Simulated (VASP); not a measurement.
```yaml
crystal:
  lattice:
    - [0.00000, 4.42593, 5.51316]
    - [3.29112, 0.00000, 5.51316]
    - [3.29112, 4.42593, 0.00000]
  atoms:
    - { symbol: Si, position: [0.62685, 0.37315, 0.62685] }
    - { symbol: Si, position: [0.37315, 0.62685, 0.37315] }
    - { symbol: Si, position: [0.62315, 0.87685, 0.62315] }
    - { symbol: Si, position: [0.87685, 0.62315, 0.87685] }
    - { symbol: Ba, position: [0.00000, 0.00000, 0.00000] }
    - { symbol: Ba, position: [0.25000, 0.25000, 0.25000] }
```

Computed with PBEsol GGA, VASP's PBE PAW potentials (set 64) (plane waves; VASP). Numerical set-up: 400 eV cut-off, Gaussian smearing of 0.050 eV, potentials Si Ba_sv.

**Question.** Give the energies of bands 11 to 21 at the high-symmetry points, in eV from the Fermi level.

**Answer.** 
```
band      Γ      Y      T      Z     Σ0     C0      L
----  -----  -----  -----  -----  -----  -----  -----
11    -5.05  -4.91  -5.17  -4.44  -5.25  -4.97  -5.47
12    -3.92  -4.91  -5.17  -4.44  -5.08  -4.97  -5.04
13    -3.23  -2.69  -1.87  -2.57  -2.43  -2.74  -2.96
14    -2.98  -2.69  -1.87  -2.57  -1.66  -2.74  -1.98
15    -1.68  -1.41  -0.86  -1.30  -1.38  -1.42  -1.61
16    -1.48  -1.41  -0.86  -1.30  -1.29  -1.42  -1.33
17    -1.25  -0.32  -0.75  -0.23  -0.30  -0.82  -0.69
18    -0.66  -0.32  -0.75  -0.23  -0.20  -0.82   0.24
19     0.15   1.19   0.58  -0.19   0.36   0.71   0.90
20     1.19   1.19   0.58  -0.19   1.04   0.71   1.17
21     2.60   3.16   1.98   0.22   2.01   2.35   1.29
```

It has no gap at this level: it comes out as a metal or semimetal.

The structure was generated: BaSi2 was put into the C54 type (Fddd), which need not be its known phase. It was relaxed first.
